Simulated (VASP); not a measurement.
OSZICAR of a VASP run on La (dhcp):

OSZICAR:
```
       N       E                     dE             d eps       ncg     rms          rms(c)
DAV:   1     0.572971251575E+03    0.57297E+03   -0.15071E+04  1464   0.230E+03
DAV:   2     0.124983429425E+03   -0.44799E+03   -0.44263E+03  2240   0.441E+02
DAV:   3     0.562290823042E+01   -0.11936E+03   -0.11833E+03  2650   0.267E+02
DAV:   4    -0.870510543450E+01   -0.14328E+02   -0.14135E+02  2688   0.971E+01
DAV:   5    -0.106528918964E+02   -0.19478E+01   -0.18906E+01  2832   0.335E+01    0.500E+00
DAV:   6    -0.109049678988E+02   -0.25208E+00   -0.24566E+00  2792   0.117E+01    0.262E+00
DAV:   7    -0.109714379501E+02   -0.66470E-01   -0.39887E-01  2760   0.486E+00    0.721E-01
DAV:   8    -0.109884873184E+02   -0.17049E-01   -0.60050E-02  2808   0.175E+00    0.375E-01
DAV:   9    -0.109921356719E+02   -0.36484E-02   -0.93988E-03  2664   0.787E-01    0.516E-02
DAV:  10    -0.109922029095E+02   -0.67238E-04   -0.16617E-03  2744   0.281E-01    0.468E-02
DAV:  11    -0.109921685001E+02    0.34409E-04   -0.34876E-04  2616   0.149E-01    0.152E-02
DAV:  12    -0.109921751262E+02   -0.66261E-05   -0.59569E-05  2856   0.469E-02    0.553E-03
DAV:  13    -0.109921753572E+02   -0.23100E-06   -0.10493E-05  2480   0.241E-02    0.199E-03
DAV:  14    -0.109921749843E+02    0.37291E-06   -0.83127E-07  1856   0.893E-03    0.139E-03
DAV:  15    -0.109921750234E+02   -0.39055E-07    0.15492E-07  1552   0.638E-03
   1 F= -.10992175E+02 E0= -.10991616E+02  d E =-.109922E+02
```

Question: Which electronic solver shows in the log?

Answer: It is blocked Davidson (ALGO = Normal, or the opening steps of other solvers). The INCAR had ALGO = Normal.

Question: Can the final energy be trusted as converged?

Answer: The calculation finished and met its thresholds. It stopped with EDIFF = 1E-7, NELM = 100, NSW = 30 and EDIFFG = -0.01 after 1 ionic step (optB86b-vdW, plane waves, VASP's PBE PAW potentials (set 64)).

The compound is La in the dhcp structure. This cell is one point of a volume scan, at 1.06 of the reference volume.
